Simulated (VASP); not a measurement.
All values below come from PBE GGA with D3 dispersion (Becke-Johnson damping), VASP's PBE PAW potentials (set 64) (plane waves; VASP).

VASP input:

**INCAR**
```
ISMEAR = 1
PREC = Accurate
LCHARG = F
SYSTEM = Tl
ALGO = Normal   ! blocked Davidson
NSW = 60
LASPH = T   ! aspherical one-centre terms
NELM = 100   ! most electronic steps
GGA = PE
IBRION = 2   ! conjugate gradients
SIGMA = 0.1
EDIFF = 1E-6   ! SCF stop (eV)
ISIF = 3   ! ions, shape and volume
LMAXMIX = 4   ! l cut-off of mixed one-centre charges
EDIFFG = -0.01   ! ionic stop
IVDW = 12   ! D3, Becke-Johnson
LREAL = F
LWAVE = F
ENCUT = 520   ! plane-wave cut-off (eV)
```

### KPOINTS
```
Automatic mesh
0
Gamma
11 11 6
0 0 0
```

POSCAR:
```
Tl
1
    1.7300000000    -2.9964480000     0.0000000000
    1.7300000000     2.9964480000     0.0000000000
    0.0000000000     0.0000000000     5.5200000000
Tl
2
Direct
  0.3333330000   0.6666670000   0.2500000000
  0.6666670000   0.3333330000   0.7500000000
```

POTCAR, in this order: Tl_d (PBE.64 set). Program: vasp_std.

Output of the run:

File OUTCAR:
```
 ion  position               nearest neighbor table
   1  0.333  0.667  0.250-   2 3.41   2 3.41   2 3.41   2 3.41   2 3.41   2 3.41
   2  0.667  0.333  0.750-   1 3.41   1 3.41   1 3.41   1 3.41   1 3.41   1 3.41
  LATTYP: Found a hexagonal cell.
 ALAT       =     3.4600000891
 C/A-ratio  =     1.5953756815
 Subroutine PRICEL returns:
 Original cell was already a primitive cell.
 Subroutine GETGRP returns: Found 24 space group operations
The static configuration has the point symmetry D_3d.
 The point group associated with its full space group is D_6h.
The dynamic configuration has the point symmetry D_3d.
 Subroutine INISYM returns: Found 24 space group operations
 Subroutine IBZKPT returns following result:
 Found     64 irreducible k-points:

 Following reciprocal coordinates:
            Coordinates               Weight
  0.000000  0.000000  0.000000      1.000000
  0.090909 -0.000000  0.000000      6.000000
  0.181818 -0.000000  0.000000      6.000000
  0.272727  0.000000  0.000000      6.000000
  0.363636 -0.000000  0.000000      6.000000
  0.454545  0.000000  0.000000      6.000000
  0.090909  0.090909  0.000000      6.000000
  0.181818  0.090909  0.000000     12.000000
  0.272727  0.090909  0.000000     12.000000
  0.363636  0.090909  0.000000     12.000000
  0.454545  0.090909  0.000000      6.000000
  0.181818  0.181818  0.000000      6.000000
  0.272727  0.181818  0.000000     12.000000
  0.363636  0.181818  0.000000     12.000000
  0.272727  0.272727  0.000000      6.000000
  0.363636  0.272727  0.000000      6.000000
  0.000000  0.000000  0.166667      2.000000
  0.090909 -0.000000  0.166667     12.000000
  0.181818 -0.000000  0.166667     12.000000
  0.272727  0.000000  0.166667     12.000000
  0.363636 -0.000000  0.166667     12.000000
  0.454545  0.000000  0.166667     12.000000
...
```

File OSZICAR:
```
       N       E                     dE             d eps       ncg     rms          rms(c)
DAV:   1     0.127412533149E+03    0.12741E+03   -0.14437E+04  2192   0.144E+03
DAV:   2    -0.230737998982E+01   -0.12972E+03   -0.12815E+03  2309   0.296E+02
DAV:   3    -0.444837047212E+01   -0.21410E+01   -0.20981E+01  2656   0.336E+01
DAV:   4    -0.446051525679E+01   -0.12145E-01   -0.12143E-01  2426   0.257E+00
DAV:   5    -0.446064050798E+01   -0.12525E-03   -0.12525E-03  2488   0.270E-01    0.312E+00
DAV:   6    -0.441540388963E+01    0.45237E-01   -0.87063E-02  2306   0.253E+00    0.218E+00
DAV:   7    -0.440753571987E+01    0.78682E-02   -0.40464E-02  2264   0.172E+00    0.701E-01
DAV:   8    -0.440686721872E+01    0.66850E-03   -0.34970E-03  2248   0.489E-01    0.377E-02
DAV:   9    -0.440687286366E+01   -0.56449E-05   -0.19788E-05  2641   0.424E-02    0.118E-02
DAV:  10    -0.440687857936E+01   -0.57157E-05   -0.61568E-06  2268   0.231E-02    0.202E-03
DAV:  11    -0.440687883298E+01   -0.25362E-06   -0.45119E-07  1199   0.559E-03
   1 F= -.50918596E+01 E0= -.50913821E+01  d E =-.509186E+01
       N       E                     dE             d eps       ncg     rms          rms(c)
DAV:   1    -0.466668311547E+01   -0.25980E+00   -0.44820E+00  2184   0.194E+01    0.284E+00
DAV:   2    -0.446315282615E+01    0.20353E+00   -0.41916E-01  2180   0.545E+00    0.921E-01
DAV:   3    -0.443406465381E+01    0.29088E-01   -0.94465E-02  2208   0.267E+00    0.719E-01
DAV:   4    -0.443275489429E+01    0.13098E-02   -0.35598E-03  2224   0.385E-01    0.596E-02
DAV:   5    -0.443261143130E+01    0.14346E-03   -0.10463E-03  2364   0.282E-01    0.262E-02
DAV:   6    -0.443260353571E+01    0.78956E-05   -0.22585E-05  2258   0.372E-02    0.721E-03
DAV:   7    -0.443260309583E+01    0.43988E-06   -0.73751E-07  1317   0.828E-03
   2 F= -.50979579E+01 E0= -.50976093E+01  d E =-.609825E-02
       N       E                     dE             d eps       ncg     rms          rms(c)
DAV:   1    -0.443637806086E+01   -0.37745E-02   -0.37247E-02  2182   0.175E+00    0.255E-01
DAV:   2    -0.443466022685E+01    0.17178E-02   -0.37014E-03  2181   0.516E-01    0.822E-02
DAV:   3    -0.443442442643E+01    0.23580E-03   -0.79619E-04  2203   0.246E-01    0.620E-02
DAV:   4    -0.443440901209E+01    0.15414E-04   -0.36137E-05  2225   0.376E-02    0.689E-03
DAV:   5    -0.443440812217E+01    0.88992E-06   -0.10554E-05  2275   0.280E-02    0.435E-03
DAV:   6    -0.443440791471E+01    0.20747E-06   -0.36279E-07  1098   0.515E-03
   3 F= -.50980042E+01 E0= -.50976623E+01  d E =-.614461E-02
```

OUTCAR:
```
------------------------ aborting loop because EDIFF is reached ----------------------------------------
 Edisp (eV)   -0.66360
  FORCE on cell =-STRESS in cart. coord.  units (eV):
  Direction    XX          YY          ZZ          XY          YZ          ZX
  --------------------------------------------------------------------------------------
  Total      -0.00798    -0.00798     0.01342     0.00000     0.00000     0.00000
  in kB      -0.21681    -0.21681     0.36441     0.00000     0.00000     0.00000
  external pressure =       -0.02 kB  Pullay stress =        0.00 kB
  volume of cell :       59.01
      direct lattice vectors                 reciprocal lattice vectors
     1.745292091 -3.022934681  0.000000000     0.286484997 -0.165402185 -0.000000000
     1.745292091  3.022934681  0.000000000     0.286484997  0.165402185 -0.000000000
     0.000000000  0.000000000  5.592078312     0.000000000  0.000000000  0.178824391
 POSITION                                       TOTAL-FORCE (eV/Angst)
 -----------------------------------------------------------------------------------
      1.74529      1.00765      1.39802        -0.000000     -0.000000      0.000000
      1.74529     -1.00765      4.19406         0.000000      0.000000      0.000000
 -----------------------------------------------------------------------------------
    total drift:                               -0.000014      0.000462      0.000010
  FREE ENERGIE OF THE ION-ELECTRON SYSTEM (eV)
  ---------------------------------------------------
  free  energy   TOTEN  =        -5.0980042336 eV

  energy  without entropy=       -5.0969785285  energy(sigma->0) =       -5.09766233

 reached required accuracy - stopping structural energy minimisation
```
(Selected blocks of OUTCAR.)

**CONTCAR**
```
Tl
   1.00000000000000
     1.7452920908872793   -3.0229346810995943    0.0000000000000000
     1.7452920908872793    3.0229346810995943    0.0000000000000000
     0.0000000000000000    0.0000000000000000    5.5920783115421857
  Tl
     2
Direct
     0.3333330000000032    0.6666669999999968    0.2500000000000000
     0.6666669999999968    0.3333330000000032    0.7500000000000000
```

### OUTCAR
```
 val. band max:        6.2109513413   @ k =   0.4545   0.0909   0.1667

 cond. band min:       6.2233880076   @ k =   0.2727   0.1818   0.5000


 Fermi energy:         6.2203920785

 k-point     1 :       0.0000    0.0000    0.0000
  band No.  band energies     occupation
      1      -5.4921      2.00000
      2      -5.2936      2.00000
      3      -5.2745      2.00000
      4      -5.2745      2.00000
      5      -5.2261      2.00000
      6      -5.2261      2.00000
      7      -5.1642      2.00000
      8      -5.1642      2.00000
      9      -4.8547      2.00000
     10      -4.8547      2.00000
     11      -3.5840      2.00000
     12       1.1030      2.00000
     13       3.5327      2.00000
     14      14.0476      0.00000
     15      14.0476      0.00000
     16      16.0558      0.00000
     17      16.0558      0.00000

 k-point     2 :       0.0909   -0.0000    0.0000
  band No.  band energies     occupation
      1      -5.4682      2.00000
      2      -5.3220      2.00000
      3      -5.2419      2.00000
      4      -5.2399      2.00000
      5      -5.2254      2.00000
      6      -5.1956      2.00000
      7      -5.1829      2.00000
      8      -5.1789      2.00000
      9      -4.8852      2.00000
     10      -4.8488      2.00000
     11      -3.4318      2.00000
     12       1.2013      2.00000
     13       3.7277      2.00000
     14      12.4014      0.00000
     15      13.3763      0.00000
     16      14.8803      0.00000
     17      16.3946      0.00000

 k-point     3 :       0.1818   -0.0000    0.0000
  band No.  band energies     occupation
      1      -5.4579      2.00000
      2      -5.3217      2.00000
      3      -5.2442      2.00000
      4      -5.2387      2.00000
      5      -5.2155      2.00000
      6      -5.1574      2.00000
      7      -5.1533      2.00000
      8      -5.1120      2.00000
      9      -4.9571      2.00000
     10      -4.8356      2.00000
     11      -2.9659      2.00000
...
```

Energy and stress use the plane-wave basis of the starting cell. Unless said otherwise, spin-orbit coupling is left out, though it shifts the bands of the heavy elements here.

The compound is Tl in the hcp structure. This run relaxes it. Symmetry was kept, so distortions that lower it aren't found.
